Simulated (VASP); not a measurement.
# What goes wrong when the modes of WSe2 are computed with a bad input, part 2 of 3

Some phonon runs on WSe2 get a fault in the input on purpose. Which of them show, and how? The starting structure is a measured crystal structure from the Crystallography Open Database.

VASP 6.6.1.

The database entry behind the starting cell differs from later determinations by our own check (a about 0.2 % long), so it need not match the best structure at ambient conditions.

**2. Reference modes (continued)**

Level of this step: LDA; plane waves and PAW (W, Se) (VASP).

OUTCAR, selected parts (step 2):

```text
ion  position               nearest neighbor table
   1  0.667  0.333  0.750-   4 2.51   6 2.51   4 2.51   6 2.51   4 2.51   6 2.51
   2  0.333  0.667  0.250-   3 2.51   5 2.51   3 2.51   5 2.51   3 2.51   5 2.51
   3  0.667  0.333  0.380-   2 2.51   2 2.51   2 2.51
   4  0.333  0.667  0.880-   1 2.51   1 2.51   1 2.51
   5  0.667  0.333  0.120-   2 2.51   2 2.51   2 2.51
   6  0.333  0.667  0.620-   1 2.51   1 2.51   1 2.51

  LATTYP: Found a hexagonal cell.
 ALAT       =     3.2494509838
 C/A-ratio  =     3.9450777591

 Subroutine GETGRP returns: Found 24 space group operations
 (whereof 12 operations were pure point group operations)

The static configuration has the point symmetry D_3d.
 The point group associated with its full space group is D_6h.

 Found     20 irreducible k-points:

   k-points           NKPTS =     20   k-points in BZ     NKDIM =     20   number of bands    NBANDS=     24

   dimension x,y,z NGX =    24 NGY =   24 NGZ =   90
   dimension x,y,z NGXF=    48 NGYF=   48 NGZF=  180

   ENCUT  =  450.0 eV  33.07 Ry    5.75 a.u.   5.62  5.62 22.17*2*pi/ulx,y,z

   NELECT =      36.0000    total number of electrons

 k-points in reciprocal lattice and weights: Automatic mesh
   0.00000000  0.00000000  0.00000000       0.008
   0.12500000 -0.00000000  0.00000000       0.047
   0.25000000 -0.00000000  0.00000000       0.047
   0.37500000  0.00000000  0.00000000       0.047
   0.50000000 -0.00000000  0.00000000       0.023
   0.12500000  0.12500000  0.00000000       0.047
   0.25000000  0.12500000  0.00000000       0.094
   0.37500000  0.12500000  0.00000000       0.094
   0.25000000  0.25000000  0.00000000       0.047
[...]
0.25000000  0.25000000  0.50000000       0.047
   0.37500000  0.25000000  0.50000000       0.047

 average (electrostatic) potential at core
       1 -40.5350       2 -40.5350       3 -58.9125       4 -58.9125       5 -58.9125
       6 -58.9125

  Total        0.0068573      0.0068573      0.0072281      0.0000000     -0.0000000      0.0000000
  in kB        0.0937234      0.0937234      0.0987919      0.0000000     -0.0000000      0.0000000
  external PRESSURE =       0.0954129 kB  Pullay stress =       0.0000000 kB

  energy-cutoff  :      450.00
  volume of cell :      117.22
      direct lattice vectors                 reciprocal lattice vectors
     3.249450984  0.000000000  0.000000000     0.307744294  0.177676251  0.000000000
    -1.624725492  2.814107100  0.000000000     0.000000000  0.355352502  0.000000000
     0.000000000  0.000000000 12.819336806     0.000000000  0.000000000  0.078007156

 POSITION                                       TOTAL-FORCE (eV/Angst)
 -----------------------------------------------------------------------------------
      1.62473      0.93804      9.61450         0.000000     -0.000000      0.000000
     -0.00000      1.87607      3.20483         0.000000      0.000000      0.000000
      1.62473      0.93804      4.87281        -0.000000      0.000000      0.000877
     -0.00000      1.87607     11.28248        -0.000000     -0.000000      0.000877
      1.62473      0.93804      1.53686        -0.000000      0.000000     -0.000877
     -0.00000      1.87607      7.94653         0.000000      0.000000     -0.000877
 -----------------------------------------------------------------------------------
    total drift:                               -0.000000      0.000000     -0.000000

 MACROSCOPIC STATIC DIELECTRIC TENSOR (including local field effects in DFT)
 ------------------------------------------------------
          15.289031     0.000000     0.000000
           0.000000    15.289031     0.000000
           0.000000     0.000000     8.212602
 ------------------------------------------------------

 PIEZOELECTRIC TENSOR (including local field effects)  for field in x, y, z        (C/m^2)
          XX          YY          ZZ          XY          YZ          ZX
  --------------------------------------------------------------------------------
  x     0.00000     0.00000     0.00000     0.00000     0.00000     0.00000
  y     0.00000     0.00000     0.00000     0.00000     0.00000     0.00000
  z     0.00000     0.00000     0.00000     0.00000     0.00000     0.00000

 BORN EFFECTIVE CHARGES (including local field effects) (in |e|, cummulative output)
 ---------------------------------------------------------------------------------
 ion    1
    1    -1.40761     0.00000     0.00000
    2     0.00000    -1.40761     0.00000
    3     0.00000    -0.00000    -0.90491
 ion    2
    1    -1.40761     0.00000     0.00000
    2     0.00000    -1.40761     0.00000
    3     0.00000     0.00000    -0.90491
 ion    3
    1     0.70380     0.00000     0.00000
    2     0.00000     0.70380     0.00000
    3     0.00000     0.00000     0.45245
 ion    4
    1     0.70380     0.00000     0.00000
    2     0.00000     0.70380     0.00000
    3    -0.00000     0.00000     0.45245
 ion    5
    1     0.70380     0.00000     0.00000
    2     0.00000     0.70380     0.00000
    3     0.00000    -0.00000     0.45245
 ion    6
    1     0.70380     0.00000     0.00000
    2     0.00000     0.70380     0.00000
    3    -0.00000     0.00000     0.45245

 Eigenvectors and eigenvalues of the dynamical matrix
 ----------------------------------------------------

   1 f  =    9.330577 THz    58.625747 2PiTHz  311.234559 cm-1    38.588150 meV
             X         Y         Z           dx          dy          dz
      1.624725  0.938036  9.614503     0.000000    0.000000   -0.476110
     -0.000000  1.876071  3.204834    -0.000000   -0.000000    0.476110
      1.624725  0.938036  4.872809     0.000000    0.000000   -0.369675
     -0.000000  1.876071 11.282477    -0.000000   -0.000000    0.369675
      1.624725  0.938036  1.536860     0.000000    0.000000   -0.369675
     -0.000000  1.876071  7.946528    -0.000000   -0.000000    0.369675

   2 f  =    9.244487 THz    58.084825 2PiTHz  308.362897 cm-1    38.232109 meV
             X         Y         Z           dx          dy          dz
      1.624725  0.938036  9.614503    -0.000000   -0.000000    0.480600
     -0.000000  1.876071  3.204834    -0.000000   -0.000000    0.480600
      1.624725  0.938036  4.872809     0.000000    0.000000   -0.366758
     -0.000000  1.876071 11.282477     0.000000    0.000000   -0.366758
      1.624725  0.938036  1.536860     0.000000    0.000000   -0.366758
     -0.000000  1.876071  7.946528     0.000000    0.000000   -0.366758

   3 f  =    7.644288 THz    48.030476 2PiTHz  254.985989 cm-1    31.614219 meV
             X         Y         Z           dx          dy          dz
      1.624725  0.938036  9.614503     0.000000   -0.000000   -0.000000
     -0.000000  1.876071  3.204834     0.000000   -0.000000   -0.000000
      1.624725  0.938036  4.872809    -0.000000    0.000000    0.500000
     -0.000000  1.876071 11.282477    -0.000000    0.000000    0.500000
      1.624725  0.938036  1.536860    -0.000000    0.000000   -0.500000
     -0.000000  1.876071  7.946528    -0.000000    0.000000   -0.500000

   4 f  =    7.570170 THz    47.564779 2PiTHz  252.513679 cm-1    31.307692 meV
             X         Y         Z           dx          dy          dz
      1.624725  0.938036  9.614503     0.000000   -0.000000   -0.000000
     -0.000000  1.876071  3.204834    -0.000000    0.000000    0.000000
      1.624725  0.938036  4.872809     0.000000   -0.000000   -0.500000
     -0.000000  1.876071 11.282477    -0.000000    0.000000    0.500000
      1.624725  0.938036  1.536860     0.000000   -0.000000    0.500000
     -0.000000  1.876071  7.946528    -0.000000    0.000000   -0.500000

   5 f  =    7.467158 THz    46.917535 2PiTHz  249.077567 cm-1    30.881669 meV
             X         Y         Z           dx          dy          dz
      1.624725  0.938036  9.614503    -0.000000    0.480690   -0.000000
     -0.000000  1.876071  3.204834    -0.000000    0.480690   -0.000000
      1.624725  0.938036  4.872809     0.000000   -0.366700   -0.000000
     -0.000000  1.876071 11.282477     0.000000   -0.366700    0.000000
      1.624725  0.938036  1.536860     0.000000   -0.366700   -0.000000
     -0.000000  1.876071  7.946528     0.000000   -0.366700   -0.000000

   6 f  =    7.467158 THz    46.917535 2PiTHz  249.077567 cm-1    30.881669 meV
             X         Y         Z           dx          dy          dz
      1.624725  0.938036  9.614503     0.480690    0.000000    0.000000
     -0.000000  1.876071  3.204834     0.480690    0.000000   -0.000000
      1.624725  0.938036  4.872809    -0.366700   -0.000000    0.000000
     -0.000000  1.876071 11.282477    -0.366700   -0.000000   -0.000000
      1.624725  0.938036  1.536860    -0.366700   -0.000000   -0.000000
     -0.000000  1.876071  7.946528    -0.366700   -0.000000    0.000000

   7 f  =    7.461112 THz    46.879550 2PiTHz  248.875911 cm-1    30.856666 meV
             X         Y         Z           dx          dy          dz
      1.624725  0.938036  9.614503    -0.000000    0.479927   -0.000000
     -0.000000  1.876071  3.204834     0.000000   -0.479927   -0.000000
      1.624725  0.938036  4.872809    -0.000000    0.367199   -0.000000
     -0.000000  1.876071 11.282477     0.000000   -0.367199    0.000000
      1.624725  0.938036  1.536860    -0.000000    0.367199    0.000000
     -0.000000  1.876071  7.946528     0.000000   -0.367199   -0.000000

   8 f  =    7.461112 THz    46.879550 2PiTHz  248.875911 cm-1    30.856666 meV
             X         Y         Z           dx          dy          dz
      1.624725  0.938036  9.614503     0.479927    0.000000    0.000000
     -0.000000  1.876071  3.204834    -0.479927   -0.000000   -0.000000
      1.624725  0.938036  4.872809     0.367199    0.000000    0.000000
     -0.000000  1.876071 11.282477    -0.367199   -0.000000   -0.000000
      1.624725  0.938036  1.536860     0.367199    0.000000   -0.000000
     -0.000000  1.876071  7.946528    -0.367199   -0.000000    0.000000

   9 f  =    5.314308 THz    33.390782 2PiTHz  177.266233 cm-1    21.978202 meV
             X         Y         Z           dx          dy          dz
      1.624725  0.938036  9.614503     0.000000   -0.000000   -0.000000
     -0.000000  1.876071  3.204834    -0.000000    0.000000   -0.000000
      1.624725  0.938036  4.872809     0.000000    0.500000   -0.000000
     -0.000000  1.876071 11.282477     0.000000    0.500000   -0.000000
      1.624725  0.938036  1.536860    -0.000000   -0.500000   -0.000000
     -0.000000  1.876071  7.946528    -0.000000   -0.500000   -0.000000

  10 f  =    5.314308 THz    33.390782 2PiTHz  177.266233 cm-1    21.978202 meV
             X         Y         Z           dx          dy          dz
      1.624725  0.938036  9.614503     0.000000   -0.000000    0.000000
     -0.000000  1.876071  3.204834     0.000000   -0.000000   -0.000000
      1.624725  0.938036  4.872809     0.500000   -0.000000   -0.000000
     -0.000000  1.876071 11.282477     0.500000   -0.000000   -0.000000
      1.624725  0.938036  1.536860    -0.500000    0.000000    0.000000
     -0.000000  1.876071  7.946528    -0.500000    0.000000    0.000000

  11 f  =    5.255159 THz    33.019135 2PiTHz  175.293223 cm-1    21.733580 meV
             X         Y         Z           dx          dy          dz
      1.624725  0.938036  9.614503     0.000000   -0.000000    0.000000
     -0.000000  1.876071  3.204834    -0.000000   -0.000000    0.000000
      1.624725  0.938036  4.872809    -0.000001   -0.500000    0.000000
     -0.000000  1.876071 11.282477     0.000001    0.500000   -0.000000
      1.624725  0.938036  1.536860     0.000001    0.500000    0.000000
     -0.000000  1.876071  7.946528    -0.000001   -0.500000   -0.000000

  12 f  =    5.255159 THz    33.019135 2PiTHz  175.293223 cm-1    21.733580 meV
             X         Y         Z           dx          dy          dz
      1.624725  0.938036  9.614503     0.000000    0.000000    0.000000
     -0.000000  1.876071  3.204834    -0.000000    0.000000   -0.000000
      1.624725  0.938036  4.872809    -0.500000    0.000001    0.000000
     -0.000000  1.876071 11.282477     0.500000   -0.000001   -0.000000
      1.624725  0.938036  1.536860     0.500000   -0.000001   -0.000000
     -0.000000  1.876071  7.946528    -0.500000    0.000001    0.000000

  13 f  =    1.140689 THz     7.167161 2PiTHz   38.049294 cm-1     4.717509 meV
             X         Y         Z           dx          dy          dz
      1.624725  0.938036  9.614503    -0.000000    0.000000    0.522799
     -0.000000  1.876071  3.204834     0.000000   -0.000000   -0.522799
      1.624725  0.938036  4.872809     0.000000   -0.000000   -0.336661
     -0.000000  1.876071 11.282477    -0.000000    0.000000    0.336661
      1.624725  0.938036  1.536860     0.000000   -0.000000   -0.336661
     -0.000000  1.876071  7.946528    -0.000000    0.000000    0.336661
    [... 43 further lines ...]
      1.624725  0.938036  1.536860     0.000000   -0.000000    0.339836
     -0.000000  1.876071  7.946528     0.000000   -0.000000    0.339836

 MACROSCOPIC STATIC DIELECTRIC TENSOR IONIC CONTRIBUTION
 ------------------------------------------------------
           0.315607     0.000000    -0.000000
           0.000000     0.315607    -0.000000
          -0.000000    -0.000000     0.085113
 ------------------------------------------------------

 ELASTIC MODULI CONTR FROM IONIC RELAXATION (kBar)
 Direction    XX          YY          ZZ          XY          YZ          ZX
 --------------------------------------------------------------------------------
 XX        -479.0862   -295.3827   -984.8436      0.0000     -0.0000     -0.0000
 YY        -295.3827   -479.0862   -984.8436     -0.0000     -0.0000      0.0000
 ZZ        -984.8436   -984.8436  -2504.7281     -0.0000      0.0000     -0.0000
 XY           0.0000     -0.0000     -0.0000    -91.8517      0.0000      0.0000
 YZ          -0.0000     -0.0000      0.0000      0.0000  -1258.6744     -0.0000
 ZX          -0.0000      0.0000     -0.0000     -0.0000     -0.0000  -1105.7722
 --------------------------------------------------------------------------------

 PIEZOELECTRIC TENSOR IONIC CONTR  for field in x, y, z        (C/m^2)
          XX          YY          ZZ          XY          YZ          ZX
  --------------------------------------------------------------------------------
  x    -0.00000     0.00000     0.00000    -0.00000     0.00000     0.00000
  y     0.00000    -0.00000    -0.00000    -0.00000     0.00000    -0.00000
  z    -0.00000    -0.00000    -0.00000     0.00000    -0.00000    -0.00000
```

Energies printed during the response cycles are not total energies of the cell. The data set W keeps the semicore shell frozen, which is cheaper and a little less accurate.

Reference: the zone-centre modes are B1g (2) 311.2, A2u 308.4, A1g 255.0, B2u 252.5, E1g 177.3, E2u 175.3, B1g (1) 38.0, E2g 24.7 cm⁻¹ (levels within 1 cm⁻¹ of another are left out).

**3. Modes with finite displacements, else as the reference**

Against step 2 the input has IBRION = 6, NFREE = 2, POTIM = 0.015 and no LEPSILON (also changed: NSW).

INCAR

```
SYSTEM = WSe2
PREC = Accurate
ENCUT = 450
EDIFF = 1E-08
NELM = 100
ISMEAR = 0
SIGMA = 0.03
LREAL = .FALSE.
ALGO = Normal
GGA = CA
NBANDS = 24
LORBIT = 11
LWAVE = .FALSE.
LCHARG = .FALSE.
KPAR = 4
IBRION = 6
NFREE = 2
POTIM = 0.015
NSW = 1
ISIF = 2
```

POSCAR

```
WSe2
1.0
    3.2494509838      0.0000000000      0.0000000000
   -1.6247254919      2.8141071004      0.0000000000
    0.0000000000      0.0000000000     12.8193368055
W Se
2 4
Direct
    0.6666666667      0.3333333333      0.7500000000
    0.3333333333      0.6666666667      0.2500000000
    0.6666666667      0.3333333333      0.3801139589
    0.3333333333      0.6666666667      0.8801139589
    0.6666666667      0.3333333333      0.1198860411
    0.3333333333      0.6666666667      0.6198860411
```

KPOINTS

```
Automatic mesh
0
Gamma
8 8 2
0 0 0
```

The projector-augmented-wave data sets are W and Se (LDA family, release 64).

Command:

```
$ mpirun -np 4 vasp_std
```

Output:

```text
[... set-up lines as in an earlier step ...]
 entering main loop
       N       E                     dE             d eps       ncg     rms          rms(c)
[... 16 cycles as in an earlier step ...]
   1 F= -.48659291E+02 E0= -.48659291E+02  d E =-.109944E-19
[... from here on, the cycles between the ionic steps are left out ...]
   2 F= -.48657103E+02 E0= -.48657103E+02  d E =-.109955E-19
   3 F= -.48657103E+02 E0= -.48657103E+02  d E =-.129095E-19
   4 F= -.48655917E+02 E0= -.48655917E+02  d E =-.106795E-18
   5 F= -.48655917E+02 E0= -.48655917E+02  d E =-.106687E-18
   6 F= -.48658237E+02 E0= -.48658237E+02  d E =-.271469E-19
   7 F= -.48658237E+02 E0= -.48658237E+02  d E =-.266720E-19
   8 F= -.48657424E+02 E0= -.48657424E+02  d E =-.731689E-18
   9 F= -.48657352E+02 E0= -.48657352E+02  d E =-.527205E-20
 Finite differences progress:
  Degree of freedom:   4/  4
  Displacement:        2/  2
  Total:               8/  8
```

The job ended after 3.1 min (4 MPI ranks of AMD EPYC 7R43, shared host; peak memory 1.3 GiB; 12 min of CPU time).

From OUTCAR (step 3):

```text
  Total        0.1846822      0.1846822      0.4532223      0.0000000     -0.0000000      0.0000000
  in kB        2.5241749      2.5241749      6.1944916      0.0000000     -0.0000000      0.0000000
  external PRESSURE =       3.7476138 kB  Pullay stress =       0.0000000 kB

 POSITION                                       TOTAL-FORCE (eV/Angst)
 -----------------------------------------------------------------------------------
      1.62473      0.93804      9.61450        -0.000000      0.000000     -0.000022
     -0.00000      1.87607      3.20483        -0.000000      0.000000     -0.226875
      1.62473      0.93804      4.85781        -0.000000      0.000000      0.259029
     -0.00000      1.87607     11.28248         0.000000      0.000000      0.000101
      1.62473      0.93804      1.53686         0.000000     -0.000000     -0.027584
     -0.00000      1.87607      7.94653         0.000000     -0.000000     -0.004648
 -----------------------------------------------------------------------------------
    total drift:                                0.000000      0.000000      0.000159

  FREE ENERGIE OF THE ION-ELECTRON SYSTEM (eV)
  ---------------------------------------------------
  free  energy   TOTEN  =       -48.6573523423 eV

  energy  without entropy=      -48.6573523423  energy(sigma->0) =      -48.65735234

[... 2 parts as in an earlier step ...]

[... 1 further part left out ...]
[key lines of the parts left out:]
E-fermi :   5.8954
```

The last energy, forces and stress in OUTCAR belong to the last displaced cell, not to that of POSCAR.

With finite displacements, else as the reference the compared modes are at the top B1g (2) 310.8, A2u 308.3 cm⁻¹, at the bottom B1g (1) 38.4, E2g 24.7 cm⁻¹, with 4 more of the listed ones between; the largest shift among the levels compared is -0.4 cm⁻¹, in B1g (2), from the reference.

[end of part 2 of 3]

[Lines on the potential files, build, host, timing and source positions are cut from VASP's logs without a mark.]

[Logs are printed without paths, hosts, clocks, repeated set-up lines and the standing remarks that a program may print on its own settings, such as how far it seeks lower states.]

[Hosts, paths, dates, database ids (printed as entryN), source tags and the programs' standing remarks are cut or masked in the printed files.]
